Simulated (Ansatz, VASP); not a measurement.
## SrCr2N2 in VASP and in Ansatz

```
CELL_PARAMETERS angstrom
3.31969 0.00000 0.00000
-1.65984 2.87494 0.00000
0.00000 0.00000 6.54628
ATOMIC_POSITIONS crystal
Sr 0.00000 0.00000 0.50000
Cr 0.66667 0.33333 0.11641
Cr 0.33333 0.66667 0.88359
N 0.66667 0.33333 0.80912
N 0.33333 0.66667 0.19088
```

The cell comes from a database or a generator and needn't be the stable form of this composition.

Alike in both runs: task single point; functional PBE; k mesh 6 × 6 × 2; occupations gaussian, width 0.1 eV; collinear spin.

|  | VASP | Ansatz |
| --- | --- | --- |
| version | VASP 6.6.1 | Ansatz 0.2.0 |
| potentials or method | VASP PAW PBE potentials, release 64 (Sr_sv, Cr_pv, N) | scalar-relativistic, plane waves, PAW |
| plane-wave cutoff (eV) | 520 | 420 |
| valence electrons in the cell | 44 | 48 |

VASP gave:

- gap on the k mesh at the Fermi level (eV): none
- pressure (GPa): 0.1
- largest component of the traceless stress (GPa): 0.11
- rms of the force components (eV/Å): 0.091
- net moment per atom (μB): 0.19
- size of the moment on the site where the two differ most (μB): 0.49

Task: Estimate Ansatz's values.

Result: gap on the k mesh at the Fermi level (eV): none; pressure (GPa): -0.4; largest component of the traceless stress (GPa): 0.09; rms of the force components (eV/Å): 0.093; net moment per atom (μB): 0.19; size of the moment on the site where the two differ most (μB): 0.41.

Site moments also hang on the region over which each program counts them. Atom by atom the forces differ by 0.014 eV/Å (rms over components). A gap of «none» marks a metal or a gap that the smearing closes. The two sets of potentials don't hold the same shells in valence.

Caveats: the k mesh is coarse (spacing up to 0.48 Å⁻¹), so the values aren't converged. With open d or f shells a metallic result of PBE can be an artefact of self-interaction; +U or a hybrid may open a gap.
